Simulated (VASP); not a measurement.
Computed with PBE GGA, VASP's PBE PAW potentials (set 64) (plane waves; VASP).

Input for VASP

### INCAR
```
ALGO = Fast
IBRION = 2   # conjugate gradients
LMAXMIX = 4
NELMIN = 4
LCHARG = .FALSE.
NSW = 60   # most ionic steps
GGA = PE   # PBE
LORBIT = 10
LWAVE = .FALSE.
EDIFFG = -0.03   # ionic stop
ISYM = 0
PREC = Normal
ISIF = 2
SYSTEM = Zn32PSe31
SIGMA = 0.05   # width (eV)
LREAL = Auto   # projection in real space or not
NUPDOWN = 1
NELM = 100   # most electronic steps
ENCUT = 400
LASPH = .TRUE.
ISMEAR = 0
ISPIN = 2   # spin-polarised
EDIFF = 1E-5   # SCF stop (eV)
MAGMOM = 64*0.0156
```

File KPOINTS:
```
Automatic mesh
0
Gamma
1 1 1
0 0 0
```

POSCAR:
```
Zn32PSe31
1
   11.4825331920     0.0000000000     0.0000000000
    0.0000000000    11.4825331920     0.0000000000
   -0.0000000000    -0.0000000000    11.4825331920
Zn Se P
32 31 1
Direct
  0.5000000000   0.0000000000   0.0000000000
  0.7500000000   0.2500000000   0.0000000000
  0.7500000000   0.0000000000   0.2500000000
  0.0000000000   0.0000000000   0.0000000000
  0.2500000000   0.2500000000   0.0000000000
  0.5000000000   0.5000000000   0.0000000000
  0.7500000000   0.7500000000   0.0000000000
  0.2500000000   0.0000000000   0.2500000000
  0.5017850000   0.2543360000   0.2512060000
  0.7456320000   0.4962280000   0.2506020000
  0.5000000000   0.0000000000   0.5000000000
  0.7462500000   0.2480790000   0.4963470000
  0.7500000000   0.0000000000   0.7500000000
  0.0000000000   0.5000000000   0.0000000000
  0.2500000000   0.7500000000   0.0000000000
  0.0000000000   0.2500000000   0.2500000000
  0.2500000000   0.5000000000   0.2500000000
  0.5000000000   0.7500000000   0.2500000000
  0.0000000000   0.0000000000   0.5000000000
  0.2500000000   0.2500000000   0.5000000000
  0.4981560000   0.5003510000   0.4965980000
  0.7500000000   0.7500000000   0.5000000000
  0.2500000000   0.0000000000   0.7500000000
  0.5000000000   0.2500000000   0.7500000000
  0.7500000000   0.5000000000   0.7500000000
  0.0000000000   0.7500000000   0.2500000000
  0.0000000000   0.5000000000   0.5000000000
  0.2500000000   0.7500000000   0.5000000000
  0.0000000000   0.2500000000   0.7500000000
  0.2500000000   0.5000000000   0.7500000000
  0.5000000000   0.7500000000   0.7500000000
  0.0000000000   0.7500000000   0.7500000000
  0.6250000000   0.1250000000   0.1250000000
  0.8750000000   0.3750000000   0.1250000000
  0.8750000000   0.1250000000   0.3750000000
  0.1250000000   0.1250000000   0.1250000000
  0.3750000000   0.3750000000   0.1250000000
  0.6250000000   0.6250000000   0.1250000000
  0.8750000000   0.8750000000   0.1250000000
  0.3750000000   0.1250000000   0.3750000000
  0.8750000000   0.6250000000   0.3750000000
  0.6250000000   0.1250000000   0.6250000000
  0.8750000000   0.3750000000   0.6250000000
  0.8750000000   0.1250000000   0.8750000000
  0.1250000000   0.6250000000   0.1250000000
  0.3750000000   0.8750000000   0.1250000000
  0.1250000000   0.3750000000   0.3750000000
  0.3750000000   0.6250000000   0.3750000000
  0.6250000000   0.8750000000   0.3750000000
  0.1250000000   0.1250000000   0.6250000000
  0.3750000000   0.3750000000   0.6250000000
  0.6250000000   0.6250000000   0.6250000000
  0.8750000000   0.8750000000   0.6250000000
  0.3750000000   0.1250000000   0.8750000000
  0.6250000000   0.3750000000   0.8750000000
  0.8750000000   0.6250000000   0.8750000000
  0.1250000000   0.8750000000   0.3750000000
  0.1250000000   0.6250000000   0.6250000000
  0.3750000000   0.8750000000   0.6250000000
  0.1250000000   0.3750000000   0.8750000000
  0.3750000000   0.6250000000   0.8750000000
  0.6250000000   0.8750000000   0.8750000000
  0.1250000000   0.8750000000   0.8750000000
  0.6207520000   0.3718220000   0.3762820000
```

POTCAR, in this order: Zn Se P (PBE.64 set). Program: vasp_gam.

Output

OSZICAR:
```
       N       E                     dE             d eps       ncg     rms          rms(c)
DAV:   1     0.693790653202E+04    0.69379E+04   -0.21951E+05  1380   0.183E+03
DAV:   2     0.132817047419E+04   -0.56097E+04   -0.54473E+04  1380   0.506E+02
DAV:   3    -0.379364040858E+02   -0.13661E+04   -0.12642E+04  1510   0.200E+02
DAV:   4    -0.195951726261E+03   -0.15802E+03   -0.15558E+03  1559   0.685E+01
DAV:   5    -0.200608284883E+03   -0.46566E+01   -0.46254E+01  1528   0.111E+01    0.265E+01
RMM:   6    -0.191203335374E+03    0.94049E+01   -0.28393E+01  1380   0.114E+01    0.206E+01
RMM:   7    -0.190469872416E+03    0.73346E+00   -0.10060E+01  1380   0.596E+00    0.649E+00
RMM:   8    -0.190646577888E+03   -0.17671E+00   -0.19398E+00  1392   0.227E+00    0.300E+00
RMM:   9    -0.190601684786E+03    0.44893E-01   -0.44680E-01  1380   0.172E+00    0.146E+00
RMM:  10    -0.190594701787E+03    0.69830E-02   -0.93007E-02  1392   0.694E-01    0.508E-01
RMM:  11    -0.190596346451E+03   -0.16447E-02   -0.19087E-02  1422   0.237E-01    0.292E-01
RMM:  12    -0.190597144188E+03   -0.79774E-03   -0.54801E-03  1383   0.152E-01    0.228E-01
RMM:  13    -0.190597472498E+03   -0.32831E-03   -0.35156E-03  1384   0.118E-01    0.120E-01
RMM:  14    -0.190597575946E+03   -0.10345E-03   -0.83038E-04  1380   0.545E-02    0.812E-02
RMM:  15    -0.190597588095E+03   -0.12149E-04   -0.33451E-04  1381   0.319E-02    0.299E-02
RMM:  16    -0.190597574167E+03    0.13929E-04   -0.75782E-05  1132   0.140E-02    0.178E-02
RMM:  17    -0.190597576872E+03   -0.27056E-05   -0.22238E-05   884   0.943E-03
   1 F= -.19059758E+03 E0= -.19057995E+03  d E =-.190598E+03  mag=     1.0000
       N       E                     dE             d eps       ncg     rms          rms(c)
DAV:   1    -0.190693650501E+03   -0.96076E-01   -0.30557E+01  1472   0.723E+00    0.735E-01
RMM:   2    -0.190709954682E+03   -0.16304E-01   -0.16569E-01  1380   0.739E-01    0.319E-01
RMM:   3    -0.190711582518E+03   -0.16278E-02   -0.21795E-02  1383   0.254E-01    0.164E-01
RMM:   4    -0.190711856331E+03   -0.27381E-03   -0.38587E-03  1402   0.127E-01    0.135E-01
RMM:   5    -0.190711851343E+03    0.49870E-05   -0.87903E-04  1381   0.546E-02    0.627E-02
RMM:   6    -0.190711886775E+03   -0.35432E-04   -0.25250E-04  1265   0.248E-02    0.284E-02
RMM:   7    -0.190711891893E+03   -0.51179E-05   -0.71569E-05  1014   0.131E-02
   2 F= -.19071189E+03 E0= -.19069375E+03  d E =-.114315E+00  mag=     1.0000
       N       E                     dE             d eps       ncg     rms          rms(c)
DAV:   1    -0.190744411903E+03   -0.32525E-01   -0.81637E+01  1448   0.118E+01    0.123E+00
RMM:   2    -0.190793692318E+03   -0.49280E-01   -0.51260E-01  1380   0.132E+00    0.520E-01
RMM:   3    -0.190798059091E+03   -0.43668E-02   -0.57069E-02  1385   0.444E-01    0.275E-01
RMM:   4    -0.190798636469E+03   -0.57738E-03   -0.10066E-02  1402   0.213E-01    0.218E-01
RMM:   5    -0.190798634531E+03    0.19381E-05   -0.24075E-03  1382   0.916E-02    0.771E-02
RMM:   6    -0.190798704141E+03   -0.69610E-04   -0.58296E-04  1372   0.414E-02    0.306E-02
RMM:   7    -0.190798709788E+03   -0.56478E-05   -0.13536E-04  1163   0.204E-02    0.160E-02
RMM:   8    -0.190798710323E+03   -0.53462E-06   -0.48957E-05  1024   0.119E-02
   3 F= -.19079871E+03 E0= -.19078014E+03  d E =-.201133E+00  mag=     1.0000
       N       E                     dE             d eps       ncg     rms          rms(c)
DAV:   1    -0.190799253350E+03   -0.54356E-03   -0.25361E+00  1512   0.209E+00    0.213E-01
RMM:   2    -0.190800375248E+03   -0.11219E-02   -0.11778E-02  1380   0.195E-01    0.913E-02
RMM:   3    -0.190800501942E+03   -0.12669E-03   -0.16049E-03  1381   0.697E-02    0.488E-02
RMM:   4    -0.190800516850E+03   -0.14908E-04   -0.29972E-04  1331   0.350E-02    0.384E-02
RMM:   5    -0.190800516791E+03    0.58993E-07   -0.78366E-05  1082   0.171E-02
   4 F= -.19080052E+03 E0= -.19078189E+03  d E =-.202940E+00  mag=     1.0000
       N       E                     dE             d eps       ncg     rms          rms(c)
DAV:   1    -0.190816018113E+03   -0.15501E-01   -0.83399E+00  1416   0.428E+00    0.649E-01
RMM:   2    -0.190825563738E+03   -0.95456E-02   -0.10648E-01  1380   0.526E-01    0.237E-01
RMM:   3    -0.190826547306E+03   -0.98357E-03   -0.13690E-02  1380   0.205E-01    0.157E-01
RMM:   4    -0.190826601952E+03   -0.54646E-04   -0.22142E-03  1406   0.936E-02    0.124E-01
RMM:   5    -0.190826561569E+03    0.40383E-04   -0.52312E-04  1381   0.472E-02    0.491E-02
RMM:   6    -0.190826577631E+03   -0.16062E-04   -0.16800E-04  1231   0.194E-02    0.205E-02
RMM:   7    -0.190826574788E+03    0.28430E-05   -0.30741E-05   944   0.903E-03
   5 F= -.19082657E+03 E0= -.19080742E+03  d E =-.260580E-01  mag=     1.0000
       N       E                     dE             d eps       ncg     rms          rms(c)
DAV:   1    -0.190827906797E+03   -0.13292E-02   -0.15792E+00  1456   0.185E+00    0.281E-01
RMM:   2    -0.190829751364E+03   -0.18446E-02   -0.20510E-02  1380   0.231E-01    0.104E-01
RMM:   3    -0.190829945992E+03   -0.19463E-03   -0.26503E-03  1380   0.902E-02    0.712E-02
RMM:   4    -0.190829955495E+03   -0.95026E-05   -0.42999E-04  1412   0.414E-02    0.543E-02
RMM:   5    -0.190829947849E+03    0.76458E-05   -0.11244E-04  1243   0.218E-02    0.203E-02
RMM:   6    -0.190829951194E+03   -0.33453E-05   -0.29024E-05   942   0.848E-03
   6 F= -.19082995E+03 E0= -.19081070E+03  d E =-.294344E-01  mag=     1.0000
       N       E                     dE             d eps       ncg     rms          rms(c)
DAV:   1    -0.190829953176E+03   -0.53271E-05   -0.55652E-02  1496   0.349E-01    0.541E-02
RMM:   2    -0.190830020751E+03   -0.67574E-04   -0.75605E-04  1376   0.439E-02    0.209E-02
RMM:   3    -0.190830028924E+03   -0.81737E-05   -0.99202E-05  1118   0.172E-02    0.145E-02
RMM:   4    -0.190830029611E+03   -0.68659E-06   -0.17428E-05   850   0.863E-03
   7 F= -.19083003E+03 E0= -.19081077E+03  d E =-.295128E-01  mag=     1.0000
       N       E                     dE             d eps       ncg     rms          rms(c)
DAV:   1    -0.190833573933E+03   -0.35450E-02   -0.18995E+00  1416   0.231E+00    0.318E-01
RMM:   2    -0.190836247762E+03   -0.26738E-02   -0.30380E-02  1380   0.292E-01    0.106E-01
RMM:   3    -0.190836547094E+03   -0.29933E-03   -0.38592E-03  1385   0.111E-01    0.758E-02
RMM:   4    -0.190836564695E+03   -0.17602E-04   -0.62445E-04  1403   0.516E-02    0.595E-02
RMM:   5    -0.190836552352E+03    0.12344E-04   -0.15907E-04  1289   0.255E-02    0.184E-02
RMM:   6    -0.190836555765E+03   -0.34138E-05   -0.34647E-05   976   0.988E-03
   8 F= -.19083656E+03 E0= -.19081729E+03  d E =-.652615E-02  mag=     1.0000
       N       E                     dE             d eps       ncg     rms          rms(c)
DAV:   1    -0.190836661680E+03   -0.10933E-03   -0.33971E-01  1464   0.977E-01    0.137E-01
RMM:   2    -0.190837156147E+03   -0.49447E-03   -0.56281E-03  1380   0.126E-01    0.469E-02
RMM:   3    -0.190837213571E+03   -0.57424E-04   -0.72031E-04  1385   0.478E-02    0.332E-02
RMM:   4    -0.190837217414E+03   -0.38431E-05   -0.11886E-04  1249   0.227E-02    0.261E-02
RMM:   5    -0.190837215040E+03    0.23743E-05   -0.29907E-05   950   0.115E-02
   9 F= -.19083722E+03 E0= -.19081794E+03  d E =-.718543E-02  mag=     1.0000
       N       E                     dE             d eps       ncg     rms          rms(c)
DAV:   1    -0.190837973930E+03   -0.75652E-03   -0.52043E-01  1424   0.126E+00    0.103E-01
RMM:   2    -0.190838257102E+03   -0.28317E-03   -0.33488E-03  1380   0.114E-01    0.429E-02
RMM:   3    -0.190838289796E+03   -0.32693E-04   -0.50538E-04  1380   0.430E-02    0.270E-02
RMM:   4    -0.190838292300E+03   -0.25047E-05   -0.88591E-05  1234   0.201E-02
  10 F= -.19083829E+03 E0= -.19081901E+03  d E =-.107726E-02  mag=     1.0000
```

**OUTCAR**
```
------------------------ aborting loop because EDIFF is reached ----------------------------------------
  FORCE on cell =-STRESS in cart. coord.  units (eV):
  Direction    XX          YY          ZZ          XY          YZ          ZX
  --------------------------------------------------------------------------------------
  Total       -2.3017800     -2.2725983     -2.2966753     -0.0377555     -0.0329187      0.0057445
  in kB       -2.4359101     -2.4050280     -2.4305079     -0.0399556     -0.0348370      0.0060792
  external PRESSURE =      -2.4238154 kB  Pullay stress =       0.0000000 kB
  volume of cell :     1513.96
      direct lattice vectors                 reciprocal lattice vectors
    11.482533192  0.000000000  0.000000000     0.087088797  0.000000000  0.000000000
     0.000000000 11.482533192  0.000000000     0.000000000  0.087088797  0.000000000
     0.000000000  0.000000000 11.482533192     0.000000000  0.000000000  0.087088797
  FREE ENERGIE OF THE ION-ELECTRON SYSTEM (eV)
  ---------------------------------------------------
  free  energy   TOTEN  =      -190.8382923002 eV

  energy  without entropy=     -190.7997323019  energy(sigma->0) =     -190.81901230

 total charge

# of ion       s       p       d       tot
------------------------------------------
    1        0.518   0.421   9.782  10.721
    2        0.517   0.419   9.782  10.718
    3        0.517   0.419   9.782  10.718
    4        0.518   0.421   9.782  10.721
    5        0.518   0.420   9.782  10.720
    6        0.517   0.419   9.782  10.718
    7        0.518   0.420   9.782  10.720
    8        0.518   0.421   9.782  10.721
    9        0.542   0.428   9.770  10.740
   10        0.542   0.426   9.770  10.738
   11        0.517   0.419   9.782  10.718
   12        0.542   0.427   9.770  10.739
   13        0.518   0.420   9.782  10.720
   14        0.518   0.420   9.782  10.720
   15        0.518   0.421   9.782  10.721
   16        0.517   0.419   9.782  10.718
   17        0.517   0.419   9.782  10.718
   18        0.517   0.419   9.782  10.718
   19        0.518   0.420   9.782  10.720
   20        0.517   0.419   9.782  10.718
   21        0.541   0.428   9.770  10.740
   22        0.517   0.419   9.782  10.718
   23        0.518   0.421   9.782  10.721
   24        0.517   0.419   9.782  10.718
   25        0.517   0.419   9.782  10.718
   26        0.518   0.420   9.782  10.720
   27        0.517   0.419   9.782  10.718
   28        0.518   0.420   9.782  10.720
   29        0.518   0.420   9.782  10.720
   30        0.518   0.420   9.782  10.720
   31        0.518   0.420   9.782  10.720
   32        0.518   0.421   9.782  10.721
   33        1.433   2.414   0.026   3.873
   34        1.433   2.414   0.026   3.873
   35        1.433   2.414   0.026   3.873
   36        1.433   2.418   0.026   3.877
   37        1.433   2.414   0.026   3.873
   38        1.433   2.414   0.026   3.873
   39        1.433   2.418   0.026   3.877
   40        1.433   2.414   0.026   3.873
   41        1.433   2.414   0.026   3.873
   42        1.433   2.414   0.026   3.873
   43        1.433   2.414   0.026   3.873
   44        1.433   2.418   0.026   3.877
   45        1.433   2.418   0.026   3.877
   46        1.433   2.418   0.026   3.877
   47        1.432   2.418   0.026   3.876
   48        1.433   2.414   0.026   3.873
   49        1.432   2.418   0.026   3.876
   50        1.433   2.418   0.026   3.877
   51        1.433   2.414   0.026   3.873
   52        1.433   2.414   0.026   3.873
   53        1.433   2.418   0.026   3.877
   54        1.433   2.418   0.026   3.877
   55        1.432   2.418   0.026   3.876
   56        1.433   2.418   0.026   3.877
   57        1.433   2.417   0.026   3.876
   58        1.433   2.418   0.026   3.877
   59        1.433   2.418   0.026   3.877
   60        1.433   2.416   0.026   3.875
   61        1.433   2.418   0.026   3.877
   62        1.433   2.417   0.026   3.875
   63        1.433   2.419   0.026   3.877
   64        1.008   1.521   0.000   2.529
--------------------------------------------------
tot         62.079  89.904 313.779 465.762

 magnetization (x)

# of ion       s       p       d       tot
------------------------------------------
    1       -0.001   0.001   0.003   0.003
    2       -0.001  -0.000   0.003   0.002
    3       -0.001  -0.000   0.003   0.002
    4       -0.001   0.000   0.002   0.002
    5       -0.001   0.001   0.003   0.003
    6       -0.001  -0.000   0.003   0.002
    7       -0.001   0.001   0.003   0.003
    8       -0.001   0.001   0.003   0.003
    9       -0.000   0.004   0.007   0.010
   10       -0.000   0.004   0.007   0.011
   11       -0.001  -0.000   0.003   0.002
   12       -0.000   0.004   0.007   0.010
   13       -0.001   0.001   0.003   0.003
   14       -0.001   0.001   0.003   0.003
   15       -0.001   0.000   0.002   0.002
   16       -0.001  -0.000   0.003   0.002
   17       -0.001  -0.000   0.003   0.002
...
```
(Selected blocks of OUTCAR.)

### CONTCAR
```
Zn32PSe31
   1.00000000000000
    11.4825331920000000    0.0000000000000000    0.0000000000000000
     0.0000000000000000   11.4825331920000000    0.0000000000000000
     0.0000000000000000    0.0000000000000000   11.4825331920000000
  Zn              Se              P
    32    31     1
Direct
     0.5002746017451289    0.0005201100107025    0.0004378431294316
     0.7499351969940893    0.2498195582619887    0.0009266321526631
     0.7498701339810556    0.0009108187104417    0.2498248515244767
     0.9998245480164527    0.0000890818587827    0.0000650422811613
     0.2502731486814966    0.2502007507051622    0.0003047636531844
     0.4998563001236828    0.5000823093503333    0.0008026795559750
     0.7496449686675689    0.7493160372265187    0.0005123504301480
     0.2503765375264242    0.0004315699396122    0.2503149641392941
     0.5076568026480361    0.2581719258127862    0.2577610286520038
     0.7410533257704317    0.4912400595307699    0.2583943027415276
     0.4997431968168831    0.0008641389606079    0.4998973370591678
     0.7412921165137473    0.2577332764143100    0.4915396702197025
     0.7496638670041400    0.0003066568267387    0.7495560402896007
     0.9992340306354550    0.4996408050848171    0.0005454130007160
     0.2500390216958829    0.7498669189892865    0.0000612138659312
     0.9989464605594131    0.2499815339505795    0.2499277159520086
     0.2506798803445832    0.4999308703065042    0.2498203995543560
     0.4999626257153866    0.7491440698069108    0.2497824049807019
     0.9994026707937836    0.0004542120880802    0.4996763143034899
     0.2508866193823393    0.2498354475266784    0.4999538205108169
     0.5073407119393206    0.4923698095946688    0.4917271943661920
     0.7499756845791558    0.7488825975397777    0.4999153846221267
     0.2500274955566599    0.0001082309231667    0.7498590770981217
     0.4998753557067893    0.2500331128012095    0.7490009072540127
     0.7499498388787876    0.4998139882645288    0.7488327002320672
     0.9991798014389975    0.7492523360908910    0.2504107265126549
     0.9987450468302623    0.4998984216502298    0.4999734463706455
     0.2501107860139439    0.7496755694828294    0.4997990905894465
     0.9993104474694382    0.2503916894767896    0.7493344674536123
     0.2503451175287421    0.4996017551201711    0.7494596066885794
     0.5003409931452599    0.7494350275459251    0.7493948414520964
     0.9998290747078536    0.7498448127929095    0.7498600304167862
     0.6241408311007330    0.1254668034170197    0.1254290969431053
     0.8742277085158000    0.3756319365749592    0.1255691410471218
     0.8743826278892374    0.1254020501574474    0.3755729447455813
     0.1249462591062381    0.1249101907287705    0.1249300308842418
     0.3752254741325742    0.3743775260599813    0.1252317983137360
     0.6255219291822308    0.6244372483634193    0.1254460403815556
     0.8749812088177370    0.8748862277305798    0.1249165317712678
     0.3752980173291601    0.1253703297696968    0.3741974400491550
     0.8741262771778077    0.6241448966834595    0.3741937988762573
     0.6254627733755341    0.1252616284966107    0.6245838329461941
     0.8741714141905313    0.3740716596947766    0.6242079390636507
     0.8750099093443532    0.1249191098425057    0.8749008291125642
     0.1247677728808016    0.6250715415949862    0.1248813723373266
     0.3748407086609756    0.8750756095599889    0.1248566319502041
     0.1248743734429662    0.3749492817026816    0.3750142101754765
     0.3751177574637533    0.6247686812267768    0.3754643003181209
     0.6249495355108269    0.8749611053783470    0.3749763649325779
     0.1248539197378947    0.1249256185341690    0.6250395650727559
     0.3752556281712838    0.3756250341730098    0.6245391980090471
     0.6241881082650074    0.6244529472492267    0.6244229415104557
     0.8749689661678403    0.8749372541912069    0.6249824292863090
     0.3748807175063456    0.1249248167873539    0.8749880052729593
     0.6249597264003734    0.3749661191565746    0.8749642184386703
     0.8749196324064682    0.6249459456179165    0.8749204693010412
     0.1247557890493854    0.8749461442228440    0.3748907905175954
     0.1248388021814640    0.6249435857080006    0.6249977615201093
     0.3748395914186715    0.8749172464770461    0.6250646530534778
     0.1247699526336228    0.3749914694713327    0.8749685205270290
     0.3748322474981071    0.6250724122979344    0.8748568380700451
     0.6249156241600110    0.8749063792998893    0.8750374640225437
     0.1249327533635236    0.8749755010501715    0.8749687552838750
     0.6239725555075557    0.3747321961366131    0.3753488252132576
```

**OUTCAR**
```
 val. band max:        1.4100577080   @ k =   0.0000   0.0000   0.0000

 cond. band min:       2.4804750048   @ k =   0.0000   0.0000   0.0000


 Fermi energy:         1.6672433016

 spin component 1

 k-point     1 :       0.0000    0.0000    0.0000
  band No.  band energies     occupation
      1     -11.7061      1.00000
      2     -11.2754      1.00000
      3     -11.2751      1.00000
      4     -11.2703      1.00000
      5     -11.2695      1.00000
      6     -11.2693      1.00000
      7     -11.2197      1.00000
      8     -11.0404      1.00000
      9     -11.0402      1.00000
     10     -11.0401      1.00000
     11     -11.0393      1.00000
     12     -11.0172      1.00000
     13     -11.0169      1.00000
     14     -11.0091      1.00000
     15     -11.0089      1.00000
     16     -11.0082      1.00000
     17     -10.9914      1.00000
     18     -10.9902      1.00000
     19     -10.9898      1.00000
     20     -10.9423      1.00000
     21     -10.9421      1.00000
     22     -10.9420      1.00000
     23     -10.8145      1.00000
     24     -10.7787      1.00000
     25     -10.7725      1.00000
     26     -10.7724      1.00000
     27     -10.7268      1.00000
     28     -10.7264      1.00000
     29     -10.7252      1.00000
     30     -10.7042      1.00000
     31     -10.7042      1.00000
     32      -8.0891      1.00000
     33      -5.1751      1.00000
     34      -5.1750      1.00000
     35      -5.1749      1.00000
     36      -5.1509      1.00000
     37      -5.1508      1.00000
     38      -5.1470      1.00000
     39      -5.1360      1.00000
     40      -5.1359      1.00000
     41      -5.1358      1.00000
     42      -5.1035      1.00000
     43      -5.1035      1.00000
     44      -5.1034      1.00000
     45      -5.1005      1.00000
     46      -5.1004      1.00000
     47      -5.0985      1.00000
     48      -5.0984      1.00000
     49      -5.0984      1.00000
...
```

The supercell is sampled at Γ alone, which is coarse: total energies, pressure and levels can be off, energies of defects by several tenths of an eV.

The cell is a supercell with a defect, built from ZnSe (zinc blende): P_Se.
